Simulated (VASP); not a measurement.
# A VASP study of AgRu (r2SCAN): structure first, properties next, part 4 of 4

Aim: relax AgRu, then compute properties on the relaxed cell. The cell is invented: it takes the structure of a Materials Project entry for AgPd (space group 166 there), with some of its atoms replaced by other elements, volume scaled by an estimate. It may not be a known or stable phase.

VASP 6.6.1, plane waves and PAW; the level of theory is named at each step.

Still holding for the runs below: This run has no spin polarisation. Its electron count is odd, so without a moment it is a metal by construction.

So far. Step 5 (Bands along the symmetry lines (r2SCAN)): There is no gap at this level. Step 6 (Density of states (r2SCAN)): The finer mesh and the other smearing move the Fermi level by -0.07 eV from the 8×8×8 run, one measure of the sampling error in the zero of the bands above. Of the states within 0.3 eV of the Fermi level, the largest shares in the PAW spheres are Ru d 77 % and Ag d 9 %. The relaxed cell has a = 2.726, c = 14.159 Å (conventional setting).

## Step 7: Independent-particle dielectric function (r2SCAN)

Level of this step: r2SCAN; plane waves and PAW (Ag, Ru_pv); invented cell (VASP).

LOPTICS sums transitions from filled to empty bands. NBANDS is raised for it.

File INCAR:

```
SYSTEM = AgRu
PREC = Accurate
ENCUT = 400
EDIFF = 1E-06
NELM = 100
ISMEAR = 1
SIGMA = 0.2
LREAL = .FALSE.
ALGO = Normal
METAGGA = R2SCAN
LASPH = .TRUE.
NBANDS = 28
LORBIT = 11
LWAVE = .FALSE.
LCHARG = .FALSE.
LOPTICS = .TRUE.
NEDOS = 1500
CSHIFT = 0.1
```

File POSCAR:

```
AgRu
1.0
    1.3629023282      0.7868723539      4.7198130342
   -1.3629023282      0.7868723539      4.7198130342
    0.0000000000     -1.5737436974      4.7198130286
Ag Ru
1 1
Direct
    0.0000000000      0.0000000000      0.0000000000
    0.5000000000      0.5000000000      0.5000000000
```

File KPOINTS:

```
Automatic mesh
0
Gamma
12 12 12
0 0 0
```

PAW data sets: Ag and Ru_pv (PBE family, release 64).

On the command line:

```bash
> mpirun -np 1 vasp_std
```

Output:

```text
[... set-up lines as in an earlier step ...]
 entering main loop
       N       E                     dE             d eps       ncg     rms          rms(c)
DAV:   1     0.158372308222E+03    0.15837E+03   -0.11271E+04 10808   0.754E+02
DAV:   2    -0.485279145560E+02   -0.20690E+03   -0.19750E+03 12196   0.266E+02
DAV:   3    -0.544336322585E+02   -0.59057E+01   -0.58527E+01 12088   0.486E+01
DAV:   4    -0.544602769543E+02   -0.26645E-01   -0.26638E-01 11860   0.335E+00
DAV:   5    -0.544605329001E+02   -0.25595E-03   -0.25594E-03 11872   0.317E-01    0.147E+01
DAV:   6    -0.456645875741E+02    0.87959E+01   -0.77094E+00 11852   0.260E+01    0.765E+00
DAV:   7    -0.456282560932E+02    0.36331E-01   -0.38599E-01 11568   0.596E+00    0.312E+00
DAV:   8    -0.456223694765E+02    0.58866E-02   -0.65140E-02 11912   0.161E+00    0.169E+00
DAV:   9    -0.456210814429E+02    0.12880E-02   -0.20136E-02 11784   0.115E+00    0.257E-01
DAV:  10    -0.456212300863E+02   -0.14864E-03   -0.28695E-03 12536   0.479E-01    0.726E-02
DAV:  11    -0.456212535710E+02   -0.23485E-04   -0.32056E-04 11704   0.125E-01    0.430E-02
DAV:  12    -0.456212596730E+02   -0.61020E-05   -0.48456E-05 12328   0.586E-02    0.864E-03
DAV:  13    -0.456212594261E+02    0.24693E-06   -0.50303E-06 12264   0.149E-02
   1 F= -.45621259E+02 E0= -.45621277E+02  d E =0.539073E-04
 optical routines
 imaginary and real dielectric function
 direction            1
 direction            2
 direction            3
```

Run time: 4 min. Hardware: 1 MPI rank of Intel Xeon 6975P-C (Granite Rapids), shared host; peak memory 0.35 GiB.

From OUTCAR (step 7):

```text
   k-points           NKPTS =    189   k-points in BZ     NKDIM =    189   number of bands    NBANDS=     28

   NELECT =      25.0000    total number of electrons

 E-fermi :  10.1898

 k-point     1 :       0.0000    0.0000    0.0000
  band No.  band energies     occupation
    ...
      9       6.2604      2.00000
     10       6.3490      2.00000
     11       8.6629      2.00000
     12       8.6629      2.00000
     13      10.0048      2.03103
     14      10.9080     -0.00000
     15      10.9080     -0.00000
     16      16.4798      0.00000
     17      19.2217      0.00000
     18      26.4145      0.00000
    ...

  Total       -0.0372555     -0.0372555      0.1061985     -0.0000000      0.0000000      0.0000000
  in kB       -1.9654215     -1.9654214      5.6025303     -0.0000000      0.0000004      0.0000000
  external PRESSURE =       0.5572291 kB  Pullay stress =       0.0000000 kB

 POSITION                                       TOTAL-FORCE (eV/Angst)
 -----------------------------------------------------------------------------------
      0.00000      0.00000      0.00000        -0.000000     -0.000000      0.000000
      0.00000      0.00000      7.07972         0.000000      0.000000     -0.000000
 -----------------------------------------------------------------------------------
    total drift:                               -0.000000      0.000000      0.000000

  FREE ENERGIE OF THE ION-ELECTRON SYSTEM (eV)
  ---------------------------------------------------
  free  energy   TOTEN  =       -45.6212594261 eV

  energy  without entropy=      -45.6213133333  energy(sigma->0) =      -45.62127740

 plasma frequency squared (from intraband transitions) (eV^2)
  --------------------------------------------------------------------------------------
      43.853       0.000      -0.000
       0.000      43.853       0.000
       0.000       0.000      44.164

[... 7 parts as in an earlier step ...]

[... 9 further parts left out ...]
```

These are independent-particle spectra without excitons or local fields, and fine structure depends on the mesh and on CSHIFT. The intraband (Drude) part is not in this spectrum.

Numbers from this step:

```
SCF cycles          : 13
bands               : 28
free energy (TOTEN) : -45.62 eV
Fermi energy        : 10.19 eV
pressure            : 0.05572 GPa
```

The imaginary dielectric function has structure finer than the step of the table below, so its rows give means over 1 eV, whole bins alone (the curve runs from 0 to 25.0 eV). Peaks (eV: height): xx 0.3: 94.5; zz 0.4: 66.0.

Imaginary dielectric function against photon energy; means over each step:

| photon energy (eV) | xx | zz |
| --- | --- | --- |
| 1 | 32.1 | 43.2 |
| 2 | 22.5 | 22.9 |
| 3 | 11.5 | 10.3 |
| 4 | 10.1 | 6.95 |
| 5 | 6.81 | 5.85 |
| 6 | 3.92 | 3.92 |
| 7 | 3.14 | 3.49 |
| 8 | 2.84 | 2.84 |
| 9 | 2.44 | 2.33 |
| 10 | 1.80 | 2.30 |
| 11 | 1.96 | 2.04 |
| 12 | 1.96 | 1.93 |
| 13 | 2.07 | 2.24 |
| 14 | 2.00 | 2.10 |
| 15 | 1.79 | 1.74 |
| 16 | 1.81 | 1.73 |
| 17 | 1.77 | 1.90 |
| 18 | 1.88 | 1.59 |
| 19 | 1.93 | 1.76 |
| 20 | 1.82 | 2.58 |
| 21 | 2.14 | 2.31 |
| 22 | 1.80 | 1.55 |
| 23 | 1.31 | 1.49 |
| 24 | 1.15 | 1.14 |

The real dielectric function by photon energy:

| photon energy (eV) | xx | zz |
| --- | --- | --- |
| 0.0 | 147 | 108 |
| 0.5 | 11.4 | 35.4 |
| 1.0 | 12.2 | 21.1 |
| 1.5 | 9.91 | 0.994 |
| 2.0 | 4.13 | -2.53 |
| 2.5 | -2.82 | -5.51 |
| 3.0 | -0.819 | -5.57 |
| 3.5 | -0.253 | -2.20 |
| 4.0 | -0.577 | 0.710 |
| 4.5 | -2.38 | -0.901 |
| 5.0 | -1.50 | -1.62 |
| 5.5 | -2.55 | -1.03 |
| 6.0 | -2.36 | -1.01 |
| 6.5 | -0.544 | -0.0896 |
| 7.0 | -0.440 | 0.652 |
| 7.5 | -0.0947 | -0.368 |
| 8.0 | -0.202 | 0.519 |
| 8.5 | 0.247 | -0.166 |
| 9.0 | -0.182 | 0.884 |
| 9.5 | 0.110 | 0.546 |
| 10.0 | 0.460 | 0.195 |
| 10.5 | 0.938 | 0.615 |
| 11.0 | 0.750 | 1.08 |
| 11.5 | 0.981 | 0.702 |
| 12.0 | 0.823 | 0.989 |
| 12.5 | 1.03 | 1.15 |
| 13.0 | 0.911 | 0.993 |
| 13.5 | 0.928 | 0.785 |
| 14.0 | 0.657 | 0.619 |
| 14.5 | 0.840 | 0.664 |
| 15.0 | 0.645 | 0.798 |
| 15.5 | 0.888 | 0.877 |
| 16.0 | 0.894 | 1.000 |
| 16.5 | 0.821 | 1.01 |
| 17.0 | 0.689 | 0.825 |
| 17.5 | 0.936 | 0.691 |
| 18.0 | 0.988 | 0.774 |
| 18.5 | 0.748 | 0.996 |
| 19.0 | 0.414 | 1.33 |
| 19.5 | 0.546 | 1.41 |
| 20.0 | 0.796 | 0.599 |
| 20.5 | 0.715 | 0.321 |
| 21.0 | 0.309 | -0.102 |
| 21.5 | 0.0710 | -0.307 |
| 22.0 | -0.195 | -0.0281 |
| 22.5 | -0.281 | 0.0106 |
| 23.0 | -0.0507 | -0.0567 |
| 23.5 | -0.0400 | -0.186 |
| 24.0 | -0.189 | -0.140 |
| 24.5 | -0.0525 | 0.0665 |

## Step 8: Bands along the symmetry lines (r2SCAN + SOC)

This step: r2SCAN, spin-orbit coupling; plane waves and PAW (Ag, Ru_pv); invented cell (VASP 6.6.1).

The mesh alone shows little of the dispersion and can miss band extrema, so KPOINTS_OPT adds a path through the symmetry points after the self-consistent cycle. Spin-orbit coupling needs spinors and the noncollinear program, where each band holds one electron.

File INCAR:

```
SYSTEM = AgRu
PREC = Accurate
ENCUT = 400
EDIFF = 1E-06
NELM = 100
ISMEAR = 1
SIGMA = 0.2
LREAL = .FALSE.
ALGO = Normal
METAGGA = R2SCAN
LASPH = .TRUE.
LNONCOLLINEAR = .TRUE.
MAGMOM = 0 0 0 0 0 0
NBANDS = 36
GGA_COMPAT = .FALSE.
LSORBIT = .TRUE.
LMAXMIX = 4
LORBIT = 11
LWAVE = .FALSE.
LCHARG = .FALSE.
```

POSCAR is that of step 7.

File KPOINTS:

```
Automatic mesh
0
Gamma
7 7 7
0 0 0
```

File KPOINTS_OPT:

```
Line mode
16
Line-mode
Reciprocal
  0.00000000   0.00000000   0.00000000 GAMMA
  0.50000000   0.00000000   0.00000000 L

  0.50000000   0.00000000   0.00000000 L
  0.50000000   0.18519632  -0.18519632 B1

  0.81480368   0.50000000   0.18519632 B
  0.50000000   0.50000000   0.50000000 Z

  0.50000000   0.50000000   0.50000000 Z
  0.00000000   0.00000000   0.00000000 GAMMA

  0.00000000   0.00000000   0.00000000 GAMMA
  0.34259816   0.00000000  -0.34259816 X

  0.65740184   0.34259816   0.00000000 Q
  0.50000000   0.50000000   0.00000000 F

  0.50000000   0.50000000   0.00000000 F
  0.65740184   0.65740184   0.18519632 P1

  0.65740184   0.65740184   0.18519632 P1
  0.50000000   0.50000000   0.50000000 Z

  0.50000000   0.00000000   0.00000000 L
  0.81480368   0.34259816   0.34259816 P
```

On the command line:

```bash
> mpirun -np 1 vasp_ncl
```

Output:

```text
[... set-up lines as in an earlier step ...]
 entering main loop
       N       E                     dE             d eps       ncg     rms          rms(c)
DAV:   1     0.172125955176E+03    0.17213E+03   -0.12416E+04  3336   0.123E+03
DAV:   2    -0.486729216886E+02   -0.22080E+03   -0.21102E+03  3324   0.383E+02
DAV:   3    -0.545347586660E+02   -0.58618E+01   -0.57528E+01  3616   0.700E+01
DAV:   4    -0.545900377698E+02   -0.55279E-01   -0.55113E-01  4096   0.605E+00
DAV:   5    -0.545907223145E+02   -0.68454E-03   -0.67874E-03  3744   0.647E-01    0.148E+01
DAV:   6    -0.458377229227E+02    0.87530E+01   -0.10736E+01  3496   0.411E+01    0.855E+00
DAV:   7    -0.457896334368E+02    0.48089E-01   -0.75055E-01  3496   0.118E+01    0.306E+00
DAV:   8    -0.457815035116E+02    0.81299E-02   -0.47089E-02  3512   0.298E+00    0.193E+00
DAV:   9    -0.457800600069E+02    0.14435E-02   -0.17620E-02  3448   0.188E+00    0.323E-01
DAV:  10    -0.457799026180E+02    0.15739E-03   -0.19310E-03  3580   0.597E-01    0.130E-01
DAV:  11    -0.457800815651E+02   -0.17895E-03   -0.61399E-04  3540   0.265E-01    0.619E-02
DAV:  12    -0.457800882004E+02   -0.66353E-05   -0.11268E-04  3372   0.146E-01    0.260E-02
DAV:  13    -0.457800792971E+02    0.89034E-05   -0.37214E-05  3484   0.628E-02    0.827E-03
DAV:  14    -0.457800793548E+02   -0.57753E-07   -0.73082E-07  2556   0.834E-03
   1 F= -.45780079E+02 E0= -.45778985E+02  d E =-.328396E-02  mag=     0.0000     0.0000     0.0000
 Start KPOINTS_OPT (optional k-point list driver)
k-point batch [1-44\144]
       N       E                     dE             ncg
DAV:   1     0.638857653434E+04   -0.25847E+05     3328
DAV:   2    -0.329679610099E+04   -0.96854E+04     3304
DAV:   3    -0.353175778943E+04   -0.23496E+03     3692
DAV:   4    -0.353404639283E+04   -0.22886E+01     4112
DAV:   5    -0.353407279481E+04   -0.26402E-01     3480
DAV:   6    -0.353407324028E+04   -0.44548E-03     3524
DAV:   7    -0.353407325188E+04   -0.11593E-04     3048
DAV:   8    -0.353407325223E+04   -0.35815E-06     2424
[...]
k-point batch [133-144\144]
       N       E                     dE             ncg
DAV:   1     0.259806354984E+05   -0.96885E+04      904
DAV:   2     0.234111966630E+05   -0.25694E+04      900
DAV:   3     0.233439404321E+05   -0.67256E+02      960
DAV:   4     0.233432222321E+05   -0.71820E+00     1200
DAV:   5     0.233432156620E+05   -0.65702E-02      896
DAV:   6     0.233432155846E+05   -0.77378E-04      924
DAV:   7     0.233432155827E+05   -0.19039E-05      748
DAV:   8     0.233432155826E+05   -0.74651E-07      628
```

It took 11 min on 1 MPI rank; peak memory 0.35 GiB.

From OUTCAR (step 8):

```text
   k-points           NKPTS =     44   k-points in BZ     NKDIM =     44   number of bands    NBANDS=     36

   NELECT =      25.0000    total number of electrons

 E-fermi :  10.2804

 k-point     1 :       0.0000    0.0000    0.0000
  band No.  band energies     occupation
    ...
     22       8.4514      1.00000
     23       8.6906      1.00000
     24       8.6906      1.00000
     25      10.0300      1.03535
     26      10.0300      1.03535
     27      10.8172     -0.00049
     28      10.8172     -0.00049
     29      10.9820     -0.00000
     30      10.9820     -0.00000
     31      16.4982      0.00000
    ...

  Total       -0.0304620     -0.0304620      0.1023982      0.0000000      0.0000000      0.0000000
  in kB       -1.6070290     -1.6070290      5.4020431      0.0000000      0.0000004      0.0000000
  external PRESSURE =       0.7293284 kB  Pullay stress =       0.0000000 kB

 POSITION                                       TOTAL-FORCE (eV/Angst)
 -----------------------------------------------------------------------------------
      0.00000      0.00000      0.00000         0.000000      0.000000     -0.000000
      0.00000      0.00000      7.07972         0.000000     -0.000000      0.000000
 -----------------------------------------------------------------------------------
    total drift:                               -0.000000     -0.000000     -0.000000

  FREE ENERGIE OF THE ION-ELECTRON SYSTEM (eV)
  ---------------------------------------------------
  free  energy   TOTEN  =       -45.7800793548 eV

  energy  without entropy=      -45.7767953914  energy(sigma->0) =      -45.77898470

 Spin-Orbit-Coupling matrix elements
 Ion:    1  E_soc:     -0.0573188
 Ion:    2  E_soc:     -0.2759892

 magnetization (x)
# of ion       s       p       d       tot
------------------------------------------
    1        0.000   0.000  -0.000   0.000
    2        0.000  -0.000   0.000   0.000
--------------------------------------------------
tot          0.000   0.000   0.000   0.000

 magnetization (y)
# of ion       s       p       d       tot
------------------------------------------
    1        0.000   0.000   0.000   0.000
    2       -0.000   0.000   0.000  -0.000
--------------------------------------------------
tot         -0.000   0.000   0.000  -0.000

 magnetization (z)
# of ion       s       p       d       tot
------------------------------------------
    1        0.000   0.000   0.000   0.000
    2        0.000   0.000   0.000   0.000
--------------------------------------------------
tot          0.000   0.000   0.000   0.000

[... 6 parts as in an earlier step ...]

[... 10 further parts left out ...]
```

This step gave:

- SCF cycles: 14
- bands: 36
- irreducible k-points: 44
- free energy (TOTEN): -45.78 eV
- energy at zero smearing: -45.78 eV
- Fermi energy: 10.28 eV
- pressure: 0.07293 GPa

On-site spin-orbit energy by atom:

| atom | on-site spin-orbit energy (eV) |
| --- | --- |
| Ag1 | -0.057 |
| Ru2 | -0.276 |

Electronic bands along the path, in eV, zero at the Fermi level; # counts the bands kept, so #1 is VASP's band 7:

| point | #15 | #16 | #17 | #18 | #19 | #20 | #21 | #22 |
| --- | --- | --- | --- | --- | --- | --- | --- | --- |
| Γ | -1.83 | -1.83 | -1.59 | -1.59 | -0.25 | -0.25 | 0.54 | 0.54 |
| 0.47 of the way | -2.41 | -2.41 | -1.85 | -1.85 | -0.35 | -0.35 | 0.17 | 0.17 |
| L | -2.01 | -2.01 | -0.44 | -0.44 | 1.94 | 1.94 | 2.50 | 2.50 |
| 0.47 of the way | -1.02 | -1.02 | -0.88 | -0.88 | -0.11 | -0.11 | 4.30 | 4.30 |
| B1 | -1.73 | -1.73 | -1.49 | -1.49 | 0.05 | 0.05 | 5.43 | 5.43 |
| jump to B | -1.73 | -1.73 | -1.49 | -1.49 | 0.05 | 0.05 | 5.43 | 5.43 |
| 0.47 of the way | -2.82 | -2.82 | -0.93 | -0.93 | 0.18 | 0.18 | 0.62 | 0.62 |
| Z | -3.01 | -3.01 | -2.07 | -2.07 | -1.79 | -1.79 | 0.30 | 0.30 |
| 0.47 of the way | -1.98 | -1.98 | -1.95 | -1.95 | -1.69 | -1.69 | 0.41 | 0.41 |
| Γ | -1.83 | -1.83 | -1.59 | -1.59 | -0.25 | -0.25 | 0.54 | 0.54 |
| 0.53 of the way | -2.45 | -2.45 | -2.30 | -2.30 | -0.24 | -0.24 | 1.16 | 1.16 |
| X | -1.77 | -1.77 | -1.48 | -1.48 | -0.04 | -0.04 | 5.55 | 5.55 |
| jump to Q | -1.77 | -1.77 | -1.48 | -1.48 | -0.04 | -0.04 | 5.55 | 5.55 |
| 0.47 of the way | -0.94 | -0.94 | -0.55 | -0.55 | 0.32 | 0.32 | 2.89 | 2.89 |
| F | 0.13 | 0.13 | 0.40 | 0.40 | 0.48 | 0.48 | 1.96 | 1.96 |
| 0.47 of the way | -0.05 | -0.05 | 0.16 | 0.16 | 0.99 | 0.99 | 1.95 | 1.95 |
| P1 | -0.52 | -0.52 | 0.02 | 0.02 | 1.77 | 1.77 | 1.91 | 1.91 |
| 0.47 of the way | -2.04 | -2.04 | -1.04 | -1.04 | -0.26 | -0.26 | 0.19 | 0.19 |
| Z | -3.01 | -3.01 | -2.07 | -2.07 | -1.79 | -1.79 | 0.30 | 0.30 |
| jump to L | -2.01 | -2.01 | -0.44 | -0.44 | 1.94 | 1.94 | 2.50 | 2.50 |
| 0.53 of the way | -1.51 | -1.51 | -0.27 | -0.27 | 1.93 | 1.93 | 2.38 | 2.38 |
| P | -0.52 | -0.52 | 0.02 | 0.02 | 1.77 | 1.77 | 1.91 | 1.91 |

Of the projections kept (Ag, Ru), the largest for each band there; the rest of the weight can lie on other orbitals:

| point | #15 | #16 | #17 | #18 | #19 | #20 | #21 | #22 |
| --- | --- | --- | --- | --- | --- | --- | --- | --- |
| Γ | Ru 0.90 | Ru 0.90 | Ru 0.93 | Ru 0.93 | Ag 0.61 | Ag 0.61 | Ru 0.96 | Ru 0.96 |
| L | Ru 0.81 | Ru 0.81 | Ru 0.99 | Ru 0.99 | Ru 1.00 | Ru 1.00 | Ag 0.64 | Ag 0.64 |
| B1 | Ru 0.85 | Ru 0.85 | Ru 0.58 | Ru 0.58 | Ru 0.83 | Ru 0.83 | Ag 0.79 | Ag 0.79 |
| B | Ru 0.85 | Ru 0.85 | Ru 0.58 | Ru 0.58 | Ru 0.83 | Ru 0.83 | Ag 0.79 | Ag 0.79 |
| Z | Ru 0.87 | Ru 0.87 | Ru 1.00 | Ru 1.00 | Ru 1.00 | Ru 1.00 | Ru 1.00 | Ru 1.00 |
| Γ | Ru 0.90 | Ru 0.90 | Ru 0.93 | Ru 0.93 | Ag 0.61 | Ag 0.61 | Ru 0.96 | Ru 0.96 |

There is no gap at this level.

Of the bands kept, 6 cross the Fermi level on this path (spinor bands, one electron each).

## Step 9: Summary of results

| Item | Value |
| --- | --- |
| relaxed volume | 15.19 Å³/atom |
| relaxed conventional cell a, b, c | 2.726, 2.726, 14.159 Å; angles 90.0, 90.0, 120.0° |
| space group after relaxing, within 0.02 Å | R-3m (No. 166) |
| band gap | none, a metal |
| DOS at the Fermi level | 2.79 states/eV/cell |
| band gap (r2SCAN + SOC) | none, a metal |

What this shows: With r2SCAN, AgRu relaxes to 15.19 Å³/atom in space group R-3m (held by the symmetry of the run) and comes out as a metal. Bands along the symmetry lines (r2SCAN): Of the bands kept, 3 cross the Fermi level on this path. Bands along the symmetry lines (r2SCAN + SOC): Of the bands kept, 6 cross the Fermi level on this path (spinor bands, one electron each). The k-sampling is coarse for a metal, so the Fermi level, pressures and the shape of the cell carry errors. With an odd electron count and no spin the cell is a metal by construction. No search among competing phases was made. All values are for a static lattice at zero temperature.

[Lines on the potential files, build, host, timing and source positions are cut from VASP's logs without a mark.]

[Logs are printed without paths, hosts, clocks, repeated set-up lines and the standing remarks that a program may print on its own settings, such as how far it seeks lower states.]

[Hosts, paths, dates, database ids (printed as entryN), source tags and the programs' standing remarks are cut or masked in the printed files.]

[A measured line is paired with the nearest computed mode of its activity, which favours agreement.]
